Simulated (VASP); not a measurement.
OSZICAR of a VASP run on Re (hcp):

### OSZICAR
```
       N       E                     dE             d eps       ncg     rms          rms(c)
DAV:   1     0.287577290462E+02    0.28758E+02   -0.69333E+03  5407   0.156E+03
DAV:   2    -0.197649942928E+02   -0.48523E+02   -0.41448E+02  4800   0.338E+02
DAV:   3    -0.257582872437E+02   -0.59933E+01   -0.48186E+01  4986   0.243E+02
DAV:   4    -0.260941588996E+02   -0.33587E+00   -0.30617E+00  5454   0.264E+01
DAV:   5    -0.261050930193E+02   -0.10934E-01   -0.10502E-01  5102   0.280E+00    0.456E+01
DAV:   6    -0.251362604615E+02    0.96883E+00   -0.86536E-01  5510   0.290E+01    0.196E+01
DAV:   7    -0.247821738039E+02    0.35409E+00   -0.68306E-01  5703   0.248E+01    0.536E-01
DAV:   8    -0.247697821573E+02    0.12392E-01   -0.92247E-03  5772   0.111E+00    0.185E-01
DAV:   9    -0.247691926214E+02    0.58954E-03   -0.42186E-04  5608   0.201E-01    0.366E-02
DAV:  10    -0.247692068418E+02   -0.14220E-04   -0.45041E-05  4995   0.596E-02    0.417E-03
DAV:  11    -0.247692068006E+02    0.41181E-07   -0.24500E-07  2759   0.205E-02
   1 F= -.21215905E+02 E0= -.21216076E+02  d E =-.212159E+02
```

### Question
Which electronic solver shows in the log?

### Answer
It is blocked Davidson (ALGO = Normal, or the opening steps of other solvers). The INCAR had ALGO = Normal.

### Question
Can the final energy be trusted as converged?

### Answer
The calculation finished and met its thresholds. It stopped with EDIFF = 1E-6, NELM = 100, NSW = 40 and EDIFFG = -0.02 after 1 ionic step (PBE GGA, plane waves, VASP's PBE PAW potentials (set 64)).

The compound is Re in the hcp structure. It was relaxed first under an external pressure of 20 GPa.
